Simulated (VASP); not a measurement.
A VASP calculation is set up with these files.

### INCAR
```
! general
SYSTEM   =  HgS
PREC     =  Accurate
ENCUT    =  520   ! plane-wave cut-off (eV)
LREAL    =  .FALSE.
LASPH    =  .TRUE.

! electronic loop
EDIFF    =  1E-6   ! SCF stop (eV)
NELM     =  100   ! most electronic steps
ALGO     =  Normal   ! blocked Davidson
LMAXMIX  =  6   ! l cut-off of mixed one-centre charges

! smearing
ISMEAR   =  1   ! Methfessel-Paxton
SIGMA    =  0.1

! functional
GGA      =  PE   ! PBE

! ions
IBRION   =  2
NSW      =  60   ! most ionic steps
ISIF     =  3   ! ions, shape and volume
EDIFFG   =  -0.01   ! ionic stop

! output
LWAVE    =  .FALSE.
LCHARG   =  .FALSE.
```

File KPOINTS:
```
Automatic mesh
0
Gamma
10 10 10
0 0 0
```

File POSCAR:
```
HgS
1
   -0.0000000000     2.9997230468     2.9997230468
    2.9997230468    -0.0000000000     2.9997230468
    2.9997230468     2.9997230468     0.0000000000
Hg S
1 1
Direct
  0.0000000000   0.0000000000   0.0000000000
  0.2500000000   0.2500000000   0.2500000000
```

POTCAR, in this order: Hg S (PBE.64 set). Program: vasp_std.

Q: Translate this PBE calculation to Quantum ESPRESSO's pw.x.

A: One equivalent input (not run):
```
&CONTROL
  calculation = 'vc-relax'
  pseudo_dir = './pseudo'
  outdir = './out'
  tprnfor = .true.
  tstress = .true.
  nstep = 60
  forc_conv_thr = 0.00039
/
&SYSTEM
  ibrav = 0
  nat = 2
  ntyp = 2
  ecutwfc = 66
  occupations = 'smearing'
  smearing = 'methfessel-paxton'
  degauss = 0.00735
  input_dft = 'pbe'
/
&ELECTRONS
  conv_thr = 7.3e-08
  electron_maxstep = 100
/
&IONS
/
&CELL
/
ATOMIC_SPECIES
  Hg 200.592 Hg.upf
  S 32.060 S.upf
CELL_PARAMETERS angstrom
    -0.0000000    2.9997230    2.9997230
     2.9997230   -0.0000000    2.9997230
     2.9997230    2.9997230    0.0000000
ATOMIC_POSITIONS crystal
  Hg   0.0000000  0.0000000  0.0000000
  S    0.2500000  0.2500000  0.2500000
K_POINTS automatic
  10 10 10 0 0 0
```
Limits of the translation: the potentials are each code's own (VASP's PAW set, PseudoDojo norm-conserving files in pw.x), so ENCUT and ecutwfc are chosen apart and not converted; conv_thr bounds pw.x's estimated SCF error, while EDIFF bounds the energy change between steps; forc_conv_thr acts on force components and is met together with etot_conv_thr.

The compound is HgS in the zinc blende structure, metacinnabar; cinnabar is the stable form. This run relaxes it. Symmetry was kept, so distortions that lower it aren't found. The start is the result of an earlier pass.
